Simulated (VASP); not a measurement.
# Ga2PN (I-42d) in VASP: elastic constants with PBE

Aim: the elastic constants of Ga2PN with PBE.

Everything below comes from runs of VASP 6.6.1. Logs are shortened: lines on timing, memory, paths and dates and some standing lists are left out, and cuts for length are marked.

### Step 1. Starting point

It takes space group I-42d (No. 122, tetragonal). Conventional cell: a = 5.047 Å, b = 5.047 Å, c = 9.902 Å, α = 90.00°, β = 90.00°, γ = 90.00°. Around Ga (site symmetry 2) lie 2 N at 2.02 Å. Around P (site symmetry -4) lie 4 Ga at 2.35 Å. Around N (site symmetry -4) lie 4 Ga at 2.02 Å.

The cell was built by a generator and needn't be a form met in nature.

### Step 2. Elastic constants, PBE

The input, POSCAR:

```
Ga2PN
1.0
   -2.5236000000      2.5236000000      4.9511000000
    2.5236000000     -2.5236000000      4.9511000000
    2.5236000000      2.5236000000     -4.9511000000
Ga P N
4 2 2
Direct
    0.5677210000      0.6250000000      0.4427210000
    0.1822790000      0.1250000000      0.5572790000
    0.8750000000      0.4322790000      0.0572790000
    0.3750000000      0.8177210000      0.9427210000
    0.0000000000      0.0000000000      0.0000000000
    0.7500000000      0.2500000000      0.5000000000
    0.5000000000      0.5000000000      0.0000000000
    0.2500000000      0.7500000000      0.5000000000
```

The input, INCAR.step1:

```
  PREC = Accurate
  ENCUT = 520
  EDIFF = 1E-8
  ISMEAR = 0
  SIGMA = 0.03
  LREAL = F
  LASPH = T
  NELM = 60
  ALGO = Normal
  ISIF = 3
  LWAVE = F
  LCHARG = F
  GGA = PE
  KPAR = 8
  IBRION = 2
  NSW = 40
  EDIFFG = -0.002
```

The input, INCAR.step2:

```
  PREC = Accurate
  ENCUT = 520
  EDIFF = 1E-8
  ISMEAR = 0
  SIGMA = 0.03
  LREAL = F
  LASPH = T
  NELM = 60
  ALGO = Normal
  ISIF = 3
  LWAVE = F
  LCHARG = F
  GGA = PE
  KPAR = 8
  IBRION = 6
  NFREE = 2
  POTIM = 0.015
  NSW = 1
```

The input, KPOINTS:

```
regular mesh
0
Gamma
  6 6 6
```

Potentials or basis: VASP PAW PBE potentials, release 64 (Ga_d, P, N).

Started as:

```sh
cat potpaw_PBE.64/Ga_d/POTCAR potpaw_PBE.64/P/POTCAR potpaw_PBE.64/N/POTCAR > POTCAR
cp INCAR.step1 INCAR
mpirun -np 8 vasp_std > vasp.out
cp CONTCAR POSCAR
cp INCAR.step2 INCAR
mpirun -np 8 vasp_std > vasp.out
```

OUTCAR:

```text
PREC = Accurate
   ENCUT = 520
   EDIFF = 1E-8
   ISMEAR = 0
   LREAL = F
   LASPH = T
   NELM = 60
   ISIF = 3
   GGA = PE
   IBRION = 6
   NFREE = 2
   POTIM = 0.015
   NSW = 1

 ion  position               nearest neighbor table
   1  0.568  0.625  0.443-   7 2.02   8 2.02   5 2.35   6 2.35
   2  0.182  0.125  0.557-   7 2.02   8 2.02   6 2.35   5 2.35
   3  0.875  0.432  0.057-   7 2.02   8 2.02   5 2.35   6 2.35
   4  0.375  0.818  0.943-   7 2.02   8 2.02   6 2.35   5 2.35
   5  0.000  0.000  0.000-   2 2.35   3 2.35   4 2.35   1 2.35
   6  0.750  0.250  0.500-   3 2.35   1 2.35   2 2.35   4 2.35
   7  0.500  0.500  0.000-   1 2.02   2 2.02   3 2.02   4 2.02
   8  0.250  0.750  0.500-   1 2.02   2 2.02   3 2.02   4 2.02

  LATTYP: Found a body centered tetragonal cell.
 ALAT       =     5.0472000000
 C/A-ratio  =     1.9619194801

  Lattice vectors:

 A1 = (  -2.5236000000,   2.5236000000,   4.9511000000)
 A2 = (   2.5236000000,  -2.5236000000,   4.9511000000)
 A3 = (   2.5236000000,   2.5236000000,  -4.9511000000)

Analysis of symmetry for initial positions (statically):
=====================================================================
 Subroutine PRICEL returns:
 Original cell was already a primitive cell.

 Routine SETGRP: Setting up the symmetry group for a
 body centered tetragonal supercell.

 Subroutine GETGRP returns: Found  8 space group operations
 (whereof  4 operations were pure point group operations)
 out of a pool of 16 trial point group operations.

The static configuration has the point symmetry S_4 .
 The point group associated with its full space group is D_2d.

Analysis of symmetry for dynamics (positions and initial velocities):
=====================================================================
 Subroutine PRICEL returns:
 Original cell was already a primitive cell.

 Routine SETGRP: Setting up the symmetry group for a
 body centered tetragonal supercell.

 Subroutine GETGRP returns: Found  8 space group operations
 (whereof  4 operations were pure point group operations)
 out of a pool of 16 trial point group operations.

The dynamic configuration has the point symmetry S_4 .
 The point group associated with its full space group is D_2d.

 Subroutine INISYM returns: Found  8 space group operations
 (whereof  4 operations are pure point group operations),
 and found     1 'primitive' translations

----------------------------------------------------------------------------------------

                                     Primitive cell

  volume of cell :     126.1254

  direct lattice vectors                    reciprocal lattice vectors
    -2.523600000  2.523600000  4.951100000     0.000000000  0.198129656  0.100987659
     2.523600000 -2.523600000  4.951100000     0.198129656  0.000000000  0.100987659
     2.523600000  2.523600000 -4.951100000     0.198129656  0.198129656  0.000000000

  length of vectors
     6.103319190  6.103319190  6.103319190     0.222382256  0.222382256  0.280197647

  position of ions in fractional coordinates (direct lattice)
     0.567721000  0.625000000  0.442721000
     0.182279000  0.125000000  0.557279000
     0.875000000  0.432279000  0.057279000
     0.375000000  0.817721000  0.942721000
     0.000000000  0.000000000  0.000000000
     0.750000000  0.250000000  0.500000000
     0.500000000  0.500000000  0.000000000
     0.250000000  0.750000000  0.500000000
[... 141 lines left out ...]
  -------------------------------------------------------------------------------------
  Total       -0.0110257     -0.0110257      0.0008874      0.0000000      0.0000000      0.0000000
  in kB       -0.1400596     -0.1400596      0.0112733      0.0000000      0.0000000      0.0000000
  external PRESSURE =      -0.0896153 kB  Pullay stress =       0.0000000 kB
[... 107 lines left out ...]
  FREE ENERGIE OF THE ION-ELECTRON SYSTEM (eV)
  ---------------------------------------------------
  free  energy   TOTEN  =       -41.4728020903 eV

  energy  without entropy=      -41.4728020903  energy(sigma->0) =      -41.47280209

[... ionic steps 4 to 24 ...]

--------------------------------------- Ionic step       25  -------------------------------------------

 number of electron      72.0000004 magnetization

------------------------ aborting loop because EDIFF is reached ----------------------------------------
[... 79 lines left out ...]
--------------------------------------- Ionic step       27  -------------------------------------------

 number of electron      72.0000005 magnetization

 Free energy of the ion-electron system (eV)
  ---------------------------------------------------
  ext. energy  EPLUGINS =         0.00000000
  ---------------------------------------------------
  free energy    TOTEN  =       -41.48683181 eV

  energy without entropy =      -41.48683181  energy(sigma->0) =      -41.48683181

 E-fermi :   5.1331     XC(G=0): -10.6101

 val. band max:        4.9544293547   @ k =   0.0000   0.0000   0.0000
 cond. band min:       6.0870674846   @ k =   0.0000   0.0000   0.0000
 fundamental gap:      1.1326381298
 Fermi energy:         5.1331392316

 k-point     1 :       0.0000    0.0000    0.0000
  band No.  band energies     occupation
      1     -10.6130      2.00000
      2     -10.2522      2.00000
      3      -9.3620      2.00000
      4      -9.2531      2.00000
      5      -9.2413      2.00000
      6      -9.2384      2.00000
[... 1093 lines left out ...]
     42       9.4172      0.00000
     43      10.0688      0.00000

 [... further k-points ...]

------------------------ aborting loop because EDIFF is reached ----------------------------------------

  FORCE on cell =-STRESS in cart. coord.  units (eV):
  Direction    XX          YY          ZZ          XY          YZ          ZX
  --------------------------------------------------------------------------------------
  -------------------------------------------------------------------------------------
  Total       -0.0156870      0.0047062      0.0039130      0.0768542      0.0000000      0.0000000
  in kB       -0.1992728      0.0597825      0.0497070      0.9762827      0.0000000      0.0000000
  external PRESSURE =      -0.0299278 kB  Pullay stress =       0.0000000 kB
[... 23 lines left out ...]
  FREE ENERGIE OF THE ION-ELECTRON SYSTEM (eV)
  ---------------------------------------------------
  free  energy   TOTEN  =       -41.4868318089 eV

  energy  without entropy=      -41.4868318089  energy(sigma->0) =      -41.48683181

 INTERNAL STRAIN TENSORS FROM STRAINED CELLS
 ============================================

 INTERNAL STRAIN TENSOR FOR ION    1 for displacements in x,y,z  (eV/Angst):
          X           Y           Z          XY          YZ          ZX
  --------------------------------------------------------------------------------
  x     0.00000     0.00000    -0.00000    -0.81250     5.89990     0.00000
  y     0.20793     2.26960     0.34778     0.00071     0.00005     5.74326
  z     0.00000    -0.00000    -0.00000     6.32622     0.22089    -0.00000

 INTERNAL STRAIN TENSORS FROM DISPLACED ATOMS
 ============================================

 INTERNAL STRAIN TENSOR FOR ION    1 for displacements in x,y,z  (eV/Angst):
          X           Y           Z          XY          YZ          ZX
  --------------------------------------------------------------------------------
  x    -0.00000    -0.00000    -0.00000    -0.81301     5.89875     0.00000
  y     0.25743     2.31611     0.39359     0.00000     0.00000     5.73896
  z    -0.00000    -0.00000     0.00000     6.32695     0.22201     0.00000

 INTERNAL STRAIN TENSOR FOR ION    8 for displacements in x,y,z  (eV/Angst):
          X           Y           Z          XY          YZ          ZX
  --------------------------------------------------------------------------------
  x     0.00000     0.00000     0.00000     0.00000    -4.54626    -0.08194
  y     0.00000     0.00000     0.00000     0.00000     0.08194    -4.54627
  z    -0.68003     0.68003     0.00000    -5.12797     0.00000     0.00000

 Eigenvectors and eigenvalues of the dynamical matrix
 ----------------------------------------------------

   1 f  =   15.934651 THz   100.120365 2PiTHz  531.522743 cm-1    65.900392 meV
             X         Y         Z           dx          dy          dz
      1.261800  0.972701  3.713325    -0.000000   -0.047302    0.000000
      1.261800  1.550899 -1.237775    -0.000000    0.047302   -0.000000
     -0.972701  1.261800  6.188875    -0.047302   -0.000000   -0.000000
      3.496301  1.261800  1.237775     0.047302    0.000000   -0.000000
      0.000000  0.000000  0.000000    -0.000000   -0.000000   -0.046405
      0.000000  2.523600  2.475550    -0.000000    0.000000    0.046405
      0.000000  0.000000  4.951100     0.000000    0.000000   -0.702404
      2.523600  0.000000  2.475550     0.000000   -0.000000    0.702404
[... 243 lines left out ...]
  24 f/i=    0.001716 THz     0.010784 2PiTHz    0.057250 cm-1     0.007098 meV
             X         Y         Z           dx          dy          dz
      1.261800  0.972701  3.713325    -0.000025    0.000000   -0.434798
      1.261800  1.550899 -1.237775     0.000025    0.000000   -0.434798
     -0.972701  1.261800  6.188875    -0.000000    0.000025   -0.434798
      3.496301  1.261800  1.237775    -0.000000   -0.000025   -0.434798
      0.000000  0.000000  0.000000    -0.000000    0.000000   -0.289780
      0.000000  2.523600  2.475550    -0.000000    0.000000   -0.289780
      0.000000  0.000000  4.951100    -0.000000    0.000000   -0.194751
      2.523600  0.000000  2.475550    -0.000000    0.000000   -0.194751

--------------------------------------------------------------------------------------------------------

 ELASTIC MODULI CONTR FROM IONIC RELAXATION (kBar)
 Direction    XX          YY          ZZ          XY          YZ          ZX
 --------------------------------------------------------------------------------
 XX         -13.2546      0.9861     -1.8763     -0.0000      0.0000      0.0000
 YY           0.9861    -13.2546     -1.8763      0.0000     -0.0000     -0.0000
 ZZ          -1.8763     -1.8763     -0.5739      0.0000      0.0000     -0.0000
 XY          -0.0000      0.0000      0.0000   -251.6867      0.0000     -0.0000
 YZ          -0.0000      0.0000      0.0000      0.0000   -191.4801     -0.0000
 ZX           0.0000     -0.0000     -0.0000     -0.0000     -0.0000   -191.4804
 --------------------------------------------------------------------------------

 TOTAL ELASTIC MODULI (kBar)
 Direction    XX          YY          ZZ          XY          YZ          ZX
 --------------------------------------------------------------------------------
 XX        1734.4544    795.8390    821.5004     -0.0000      0.0000      0.0000
 YY         795.8390   1734.4544    821.5004      0.0000     -0.0000     -0.0000
 ZZ         821.5004    821.5004   1662.2760      0.0000      0.0000     -0.0000
 XY          -0.0000      0.0000      0.0000    873.7175      0.0000     -0.0000
 YZ          -0.0000      0.0000      0.0000      0.0000    934.5432     -0.0000
 ZX           0.0000     -0.0000     -0.0000     -0.0000     -0.0000    934.5431
 --------------------------------------------------------------------------------
```

Wall time 26 min (8 MPI ranks of AMD EPYC 9R45 (Zen 5), shared host); peak memory 1 GiB.

What came out:

```
Voigt bulk modulus                                      : 111 GPa
Highest phonon frequency at Γ, LO-TO splitting left out : 532 cm⁻¹
```

Phonon frequencies in cm⁻¹ (negative: imaginary):
| q point | frequencies |
| --- | --- |
| (0.000, 0.000, 0.000) | 0 0 0 124 124 161 161 173 179 231 239 279 350 357 357 365 377 377 491 491 498 528 528 532 |

Elastic tensor in Voigt notation (GPa, in the Cartesian axes of the cell as first typed):
```
173  80  82   0   0   0
 80 173  82   0   0   0
 82  82 166   0   0   0
  0   0   0  93   0   0
  0   0   0   0  93   0
  0   0   0   0   0  87
```

Clamped-ion elastic tensor (GPa):
```
175  79  82   0   0   0
 79 175  82   0   0   0
 82  82 166   0   0   0
  0   0   0 113   0   0
  0   0   0   0 113   0
  0   0   0   0   0 113
```
